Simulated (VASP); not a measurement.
A VASP calculation is set up with these files.

POSCAR:
```
CsPbCl3
1
    3.9997990341     2.3092854310     3.2902183830
   -3.9997990341     2.3092854310     3.2902183830
   -0.0000000000    -4.6185698649     3.2902183846
Cs Pb Cl
1 1 3
Direct
  0.5000000000   0.5000000000   0.5000000000
  0.0000000000   0.0000000000   0.0000000000
  0.5000000000   0.0182019065   0.9817980935
  0.9817980935   0.5000000000   0.0182019065
  0.0182019065   0.9817980935   0.5000000000
```

**KPOINTS**
```
Automatic mesh
0
Gamma
4 4 4
0 0 0
```

### INCAR
```
EDIFF = 1E-6
METAGGA = R2SCAN
SYSTEM = CsPbCl3
LWAVE = F
ALGO = Normal   # blocked Davidson
LREAL = F
ENCUT = 400
SIGMA = 0.05
PREC = Accurate
ISMEAR = 0   # Gaussian
EDIFFG = -0.02
LMAXMIX = 4   # l cut-off of mixed one-centre charges
NSW = 60   # most ionic steps
LMIXTAU = T
LASPH = T
LCHARG = F
ISIF = 3   # ions, shape and volume
NELM = 100
IBRION = 2   # conjugate gradients
```

POTCAR, in this order: Cs_sv Pb_d Cl (PBE.64 set). Program: vasp_std.

Problem. Translate this r2SCAN calculation to Ansatz.

Solution. One equivalent input (not run):
Ansatz 0.2 input:
```yaml
crystal:
  lattice:
    - [3.9997990, 2.3092854, 3.2902184]
    - [-3.9997990, 2.3092854, 3.2902184]
    - [0.0000000, -4.6185699, 3.2902184]
  atoms:
    - { symbol: Cs, position: [0.5000000, 0.5000000, 0.5000000] }
    - { symbol: Pb, position: [0.0000000, 0.0000000, 0.0000000] }
    - { symbol: Cl, position: [0.5000000, 0.0182019, 0.9817981] }
    - { symbol: Cl, position: [0.9817981, 0.5000000, 0.0182019] }
    - { symbol: Cl, position: [0.0182019, 0.9817981, 0.5000000] }
kpoints:
  mp_grid: { grid: [4, 4, 4] }
hamiltonian:
  xc: r2scan
  pseudopotentials: { kind: paw }
scf:
  occupations: { method: gaussian, width: 0.05 }
  max_iter: 100
relax:
  max_steps: 60
  f_tol: 0.02
  cell: {}
output: { forces: true, stress: true, eigenvalues: true }
```
Limits of the translation: each code has its own PAW files, so the cut-off isn't converted (ENCUT is set for VASP's; basis.ecutwfc is left out, and Ansatz then takes the one that its files recommend); Ansatz stops its SCF on the density residual and VASP on the energy change (EDIFF).

The structure comes from a computed database's CsPbCl3 entry (R32); how it stands against other phases isn't given here. It was relaxed first. The start is the result of an earlier pass.
